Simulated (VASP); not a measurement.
Calculation: SCAN meta-GGA, VASP's PBE PAW potentials (set 64) (plane waves; VASP).

A VASP calculation is set up with these files.

KPOINTS:
```
Regular mesh
0
gamma
1 1 1
```

INCAR:
```
# general
SYSTEM =Ge atom
PREC   =Normal
ENCUT  =520
LREAL  =.FALSE.
LASPH  =.TRUE.
ISYM   =0

# electronic loop
EDIFF  =1E-6
NELM   =200
ALGO   =All
LMAXMIX=4
LMIXTAU=.TRUE.

# smearing
ISMEAR =0
SIGMA  =0.01

# functional
METAGGA=SCAN

# spin
ISPIN  =2
MAGMOM =2
NUPDOWN=2

# output
LWAVE  =.FALSE.
LCHARG =.FALSE.
LORBIT =10
```

File POSCAR:
```
Ge atom
1
   12.0000000000     0.0000000000     0.0000000000
    0.0000000000    12.5000000000     0.0000000000
    0.0000000000     0.0000000000    13.0000000000
Ge
1
Direct
  0.0000000000   0.0000000000   0.0000000000
```

POTCAR, in this order: Ge_d (PBE.64 set). Program: vasp_gam. Read from the step before: WAVECAR.

Output of the run:

File OSZICAR:
```
       N       E                     dE             d eps       ncg     rms           ort
SDA:   1    -0.148637597699E+02   -0.14864E+02    0.00000E+00    12   0.124E+00   0.000E+00
SDA:   2    -0.148923058215E+02   -0.28546E-01   -0.29386E-01    12   0.181E+00  -0.832E-01
SDA:   3    -0.150342665860E+02   -0.14196E+00   -0.14524E+00    12   0.327E+00  -0.149E+00
CGA:   4    -0.150717631930E+02   -0.37497E-01   -0.37309E-01    12   0.464E-01  -0.254E-02
CGA:   5    -0.150830435313E+02   -0.11280E-01   -0.11259E-01    12   0.890E-02   0.318E-03
CGA:   6    -0.150850879839E+02   -0.20445E-02   -0.20352E-02    12   0.291E-02   0.412E-03
CGA:   7    -0.150857789731E+02   -0.69099E-03   -0.68256E-03    12   0.432E-03   0.355E-03
SDA:   8    -0.150858866073E+02   -0.10763E-03   -0.10577E-03    12   0.154E-03   0.141E-03
SDA:   9    -0.150859179573E+02   -0.31350E-04   -0.31514E-04    12   0.646E-04   0.693E-04
SDA:  10    -0.150859285684E+02   -0.10611E-04   -0.11543E-04    12   0.383E-04   0.451E-04
SDA:  11    -0.150859309773E+02   -0.24088E-05   -0.50826E-05    12   0.280E-04   0.318E-04
SDA:  12    -0.150859323677E+02   -0.13904E-05   -0.31898E-05    12   0.221E-04   0.244E-04
SDA:  13    -0.150859331883E+02   -0.82057E-06   -0.20720E-05    12   0.185E-04   0.198E-04
 trl  14    -0.150859324171E+02    0.77122E-06   -0.12098E-04    12   0.185E-04   0.167E-04
SDA:  15    -0.150859324803E+02    0.70799E-06   -0.12098E-04    12   0.149E-04   0.160E-04
 trl  16    -0.150859319356E+02    0.54468E-06   -0.96422E-05    12   0.149E-04   0.137E-04
SDA:  17    -0.150859318523E+02    0.62798E-06   -0.96422E-05    12   0.125E-04   0.131E-04
   1 F= -.15085932E+02 E0= -.15085932E+02  d E =-.741886E-21  mag=     2.0000
```

File OUTCAR:
```
------------------------ aborting loop because EDIFF is reached ----------------------------------------
  FORCE on cell =-STRESS in cart. coord.  units (eV):
  Direction    XX          YY          ZZ          XY          YZ          ZX
  --------------------------------------------------------------------------------------
  Total       -0.0486234     -0.0163031      0.0067848      0.0006091      0.0008528     -0.0017491
  in kB       -0.0399504     -0.0133951      0.0055746      0.0005004      0.0007007     -0.0014371
  external PRESSURE =      -0.0159236 kB  Pullay stress =       0.0000000 kB
  volume of cell :     1950.00
      direct lattice vectors                 reciprocal lattice vectors
    12.000000000  0.000000000  0.000000000     0.083333333  0.000000000  0.000000000
     0.000000000 12.500000000  0.000000000     0.000000000  0.080000000  0.000000000
     0.000000000  0.000000000 13.000000000     0.000000000  0.000000000  0.076923077
 POSITION                                       TOTAL-FORCE (eV/Angst)
 -----------------------------------------------------------------------------------
      0.00000      0.00000      0.00000         0.000282     -0.000315     -0.000141
 -----------------------------------------------------------------------------------
    total drift:                                0.000282     -0.000315     -0.000141
  FREE ENERGIE OF THE ION-ELECTRON SYSTEM (eV)
  ---------------------------------------------------
  free  energy   TOTEN  =       -15.0859318523 eV

  energy  without entropy=      -15.0859318523  energy(sigma->0) =      -15.08593185

 total charge

# of ion       s       p       d       tot
------------------------------------------
    1        1.293   0.770   9.956  12.019

 magnetization (x)

# of ion       s       p       d       tot
------------------------------------------
    1       -0.010   0.770  -0.004   0.755
```
(Selected blocks of OUTCAR.)

**OUTCAR**
```
 val. band max:       -4.5664337776   @ k =   0.0000   0.0000   0.0000

 cond. band min:      -3.9610415745   @ k =   0.0000   0.0000   0.0000


 Fermi energy:        -4.4914865601

 spin component 1

 k-point     1 :       0.0000    0.0000    0.0000
  band No.  band energies     occupation
      1     -29.9139      1.00000
      2     -29.8487      1.00000
      3     -29.8484      1.00000
      4     -29.6382      1.00000
      5     -29.6381      1.00000
      6     -12.5915      1.00000
      7      -4.5668      1.00000
      8      -4.5664      1.00000
      9      -3.9610      0.00000
     10      -0.1127      0.00000
     11       0.8330      0.00000
     12       0.9339      0.00000

 Fermi energy:       -10.8447191383

 spin component 2

 k-point     1 :       0.0000    0.0000    0.0000
  band No.  band energies     occupation
      1     -29.8233      1.00000
      2     -29.7101      1.00000
      3     -29.7090      1.00000
      4     -29.3871      1.00000
      5     -29.3860      1.00000
      6     -10.9165      1.00000
      7      -3.1729      0.00000
      8      -1.9300      0.00000
      9      -1.9289      0.00000
     10       0.0672      0.00000
     11       0.9411      0.00000
     12       1.0336      0.00000
```

The atom may not be in its lowest state.

The cell is a free atom in a box.
